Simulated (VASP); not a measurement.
Method: PBEsol GGA, VASP's PBE PAW potentials (set 64) (plane waves; VASP).

VASP input:

### POSCAR
```
MoSeS
26.2864260
  0.1218923860   0.0000000000   0.0000000000
 -0.0609461930   0.1055618924   0.0000000000
  0.0000000000   0.0000000000   0.4999999943
Mo Se S
2 2 2
Cartesian
  0.0000000000   0.0000000000   0.1298819408
  0.0000000000   0.0000000000   0.3701180535
  0.0609462539   0.0351872623   0.4347861922
 -0.0000000609   0.0703746301   0.0652138022
 -0.0000000609   0.0703746301   0.1878716900
  0.0609462539   0.0351872623   0.3121283044
```

**INCAR**
```
LEFG = .TRUE.
EDIFF = 1E-7
LWAVE = .FALSE.
LASPH = .TRUE.
PREC = Accurate
GGA = PS
LCHARG = .TRUE.
ENCUT = 400   ! plane-wave cut-off (eV)
NEDOS = 601   ! DOS grid
LORBIT = 11   ! lm-projected
LMAXMIX = 4   ! l cut-off of mixed one-centre charges
NELM = 100   ! most electronic steps
ISMEAR = -5   ! tetrahedra, Bloechl
ISIF = 2   ! forces and stress, cell fixed
LREAL = .FALSE.
ALGO = Normal
SYSTEM = MoSeS
```

File KPOINTS:
```
Automatic mesh
0
Gamma
9 9 2
0 0 0
```

POTCAR, in this order: Mo_sv Se S (PBE.64 set). Program: vasp_std.

The resulting files:

OSZICAR:
```
       N       E                     dE             d eps       ncg     rms          rms(c)
DAV:   1     0.376839206802E+03    0.37684E+03   -0.25979E+04  1728   0.128E+03
DAV:   2    -0.268079513281E+02   -0.40365E+03   -0.39525E+03  1887   0.351E+02
DAV:   3    -0.470480752894E+02   -0.20240E+02   -0.20094E+02  1871   0.689E+01
DAV:   4    -0.475166541345E+02   -0.46858E+00   -0.46689E+00  1848   0.102E+01
DAV:   5    -0.475280871357E+02   -0.11433E-01   -0.11425E-01  1929   0.150E+00    0.321E+01
DAV:   6    -0.456709098713E+02    0.18572E+01   -0.17858E+01  1678   0.228E+01    0.102E+01
DAV:   7    -0.453375808824E+02    0.33333E+00   -0.91490E+00  1716   0.145E+01    0.768E+00
DAV:   8    -0.449950816328E+02    0.34250E+00   -0.15618E+00  1975   0.667E+00    0.268E+00
DAV:   9    -0.449990524753E+02   -0.39708E-02   -0.13638E-01  1929   0.182E+00    0.117E+00
DAV:  10    -0.449930409982E+02    0.60115E-02   -0.51490E-02  1851   0.130E+00    0.401E-01
DAV:  11    -0.449929321329E+02    0.10887E-03   -0.19806E-03  1824   0.252E-01    0.209E-01
DAV:  12    -0.449928027789E+02    0.12935E-03   -0.70719E-04  1935   0.134E-01    0.859E-02
DAV:  13    -0.449928150146E+02   -0.12236E-04   -0.11459E-04  1848   0.540E-02    0.123E-02
DAV:  14    -0.449928185609E+02   -0.35464E-05   -0.78395E-06  1816   0.148E-02    0.996E-03
DAV:  15    -0.449928197014E+02   -0.11405E-05   -0.18809E-06  1640   0.643E-03    0.478E-03
DAV:  16    -0.449928197909E+02   -0.89530E-07   -0.67972E-07  1735   0.482E-03
   1 F= -.44992820E+02 E0= -.44992820E+02  d E =0.000000E+00
```

File OUTCAR:
```
------------------------ aborting loop because EDIFF is reached ----------------------------------------
  FORCE on cell =-STRESS in cart. coord.  units (eV):
  Direction    XX          YY          ZZ          XY          YZ          ZX
  --------------------------------------------------------------------------------------
  Total        0.0392345      0.0392345     -0.0273104      0.0000000      0.0000000     -0.0000000
  in kB        0.5379357      0.5379356     -0.3744465      0.0000000      0.0000000     -0.0000000
  external PRESSURE =       0.2338083 kB  Pullay stress =       0.0000000 kB
  volume of cell :      116.86
      direct lattice vectors                 reciprocal lattice vectors
     3.204115183  0.000000000  0.000000000     0.312098643  0.180190253  0.000000000
    -1.602057592  2.774844872  0.000000000     0.000000000  0.360380506  0.000000000
     0.000000000  0.000000000 13.143212851     0.000000000  0.000000000  0.076084897
 POSITION                                       TOTAL-FORCE (eV/Angst)
 -----------------------------------------------------------------------------------
      0.00000      0.00000      3.41413        -0.000000     -0.000000      0.020101
      0.00000      0.00000      9.72908        -0.000000      0.000000     -0.020101
      1.60206      0.92495     11.42898         0.000000     -0.000000      0.003209
     -0.00000      1.84990      1.71424        -0.000000      0.000000     -0.003209
     -0.00000      1.84990      4.93848        -0.000000      0.000000      0.005651
      1.60206      0.92495      8.20474         0.000000      0.000000     -0.005651
 -----------------------------------------------------------------------------------
    total drift:                               -0.000000     -0.000000      0.000000
  FREE ENERGIE OF THE ION-ELECTRON SYSTEM (eV)
  ---------------------------------------------------
  free  energy   TOTEN  =       -44.9928197909 eV

  energy  without entropy=      -44.9928197909  energy(sigma->0) =      -44.99281979

 total charge

# of ion       s       p       d       tot
------------------------------------------
    1        2.289   6.211   3.983  12.484
    2        2.289   6.211   3.983  12.484
    3        1.482   2.332   0.068   3.883
    4        1.482   2.332   0.068   3.883
    5        1.356   2.321   0.000   3.677
    6        1.356   2.321   0.000   3.677
--------------------------------------------------
tot         10.254  21.730   8.103  40.087

 Electric field gradients after diagonalization (V/A^2)
 (convention: |V_zz| > |V_xx| > |V_yy|)
----------------------------------------------------------------------
 ion       V_xx      V_yy      V_zz     asymmetry (V_yy - V_xx)/ V_zz
----------------------------------------------------------------------
   1      35.953    35.951   -71.904       0.000
   2      35.953    35.951   -71.904       0.000
   3      49.676    49.675   -99.352       0.000
   4      49.676    49.675   -99.352       0.000
   5      27.689    27.688   -55.377       0.000
   6      27.689    27.688   -55.377       0.000
```
(Selected blocks of OUTCAR.)

Without a dispersion term in the relaxation, distances and binding between the weakly bound layers, chains or molecules are unreliable, and so is what depends on them.

The structure comes from a computed database's MoSeS entry (P-3m1); how it stands against other phases isn't given here. It was relaxed first, which changed the volume by -6 %.
